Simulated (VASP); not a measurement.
An input for Quantum ESPRESSO's pw.x (written as the equivalent of a VASP run, and not itself run):

```
&CONTROL
  calculation = 'scf'
  pseudo_dir = './pseudo'
  outdir = './out'
  tprnfor = .true.
  tstress = .true.
/
&SYSTEM
  ibrav = 0
  nat = 2
  ntyp = 2
  ecutwfc = 92
  occupations = 'smearing'
  smearing = 'methfessel-paxton'
  degauss = 0.003675
  input_dft = 'pbe'
/
&ELECTRONS
  conv_thr = 7.3e-08
  electron_maxstep = 100
/
ATOMIC_SPECIES
  Zn 65.380 Zn.upf
  Cu 63.546 Cu.upf
CELL_PARAMETERS angstrom
     2.9500000    0.0000000    0.0000000
     0.0000000    2.9500000    0.0000000
     0.0000000    0.0000000    2.9500000
ATOMIC_POSITIONS crystal
  Zn   0.5000000  0.5000000  0.5000000
  Cu   0.0000000  0.0000000  0.0000000
K_POINTS automatic
  11 11 11 1 1 1
```

### Question
Write the VASP files for the same calculation (PBE).

### Answer
This is not unique; one that fits is 
POSCAR:
```
CuZn
1
    2.9500000000     0.0000000000     0.0000000000
    0.0000000000     2.9500000000     0.0000000000
    0.0000000000     0.0000000000     2.9500000000
Zn Cu
1 1
Direct
  0.5000000000   0.5000000000   0.5000000000
  0.0000000000   0.0000000000   0.0000000000
```

### INCAR
```
SYSTEM = CuZn
PREC = Accurate; ENCUT = 300; LREAL = .FALSE.
LASPH = .TRUE.
EDIFF = 1E-6; NELM = 100; ALGO = Normal
LMAXMIX = 4
ISMEAR = 1; SIGMA = 0.05
GGA = PE
ISIF = 2
LWAVE = .FALSE.; LCHARG = .FALSE.
```

File KPOINTS:
```
Automatic mesh
0
Gamma
11 11 11
0.5 0.5 0.5
```

POTCAR, in this order: Zn Cu (PBE.64 set). Program: vasp_std.

The two are equivalent in intent, not identical: the potentials are each code's own (VASP's PAW set, PseudoDojo norm-conserving files in pw.x), so ENCUT and ecutwfc are chosen apart and not converted; conv_thr bounds pw.x's estimated SCF error, while EDIFF bounds the energy change between steps.

The structure is a typed CuZn crystal. The cell was not relaxed at this level. The run is one of a series of settings (SIGMA = 0.05 against the base run), some of them coarse on purpose.
